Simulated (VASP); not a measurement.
Data:

```
CELL_PARAMETERS angstrom
      0.00000     4.61102     4.61102
      4.61102     0.00000     4.61102
      4.61102     4.61102     0.00000
ATOMIC_POSITIONS crystal
  Cd 0.24855 0.25098 0.25025
  Cd 0.00250 0.00832 0.99840
  In 0.12111 0.62431 0.62792
  In 0.62459 0.62985 0.12358
  In 0.62238 0.12748 0.62412
  In 0.62553 0.62468 0.62408
  O  0.86328 0.86048 0.86171
  O  0.83441 0.39155 0.38588
  O  0.86194 0.85954 0.42077
  O  0.39313 0.82812 0.39467
  O  0.41192 0.86385 0.85815
  O  0.38696 0.38734 0.38140
  O  0.86700 0.41072 0.85955
  O  0.38669 0.38280 0.83951
```

These are HSE06 screened hybrid, VASP's PBE PAW potentials (set 64) (plane waves; VASP) values and carry that method's errors. Numerical set-up: LREAL = Auto, 400 eV cut-off, 2×2×2 Γ-centred mesh, Gaussian smearing of 0.010 eV, potentials Cd In_d O.

At this cut-off the stress carries a Pulay error, which pulls relaxed volumes low.

Problem. Give the force on each atom (eV/Å).

Solution. 
| atom | Fx | Fy | Fz |
|---|---|---|---|
| Cd1 | -0.145 | 0.047 | -0.236 |
| Cd2 | -0.201 | 0.120 | -0.580 |
| In3 | -0.308 | 0.303 | 0.375 |
| In4 | -0.148 | -0.063 | -0.263 |
| In5 | -0.098 | 0.009 | 0.038 |
| In6 | 0.077 | 0.247 | -0.150 |
| O7 | 0.187 | -0.084 | 0.012 |
| O8 | -0.040 | 0.001 | -0.252 |
| O9 | -0.106 | -0.277 | 0.173 |
| O10 | 0.040 | -0.535 | -0.055 |
| O11 | -0.090 | 0.438 | 0.150 |
| O12 | 0.500 | 0.455 | 0.435 |
| O13 | 0.532 | -0.410 | 0.073 |
| O14 | -0.201 | -0.250 | 0.281 |

Problem. Give the stress tensor in GPa (positive for a compressed cell).

Solution. 
```
-4.48  -0.31   0.02
-0.31  -4.34  -0.08
 0.02  -0.08  -4.66
```
The pressure is its mean diagonal, -4.49 GPa.

The structure comes from a computed database's CdIn2O4 entry; how it stands against other phases isn't given here. The cell was not relaxed at this level, atoms are displaced from their ideal sites. The k-mesh is coarse (spacing up to 0.59 per Å, 2π included), so the numbers may not be converged in it.
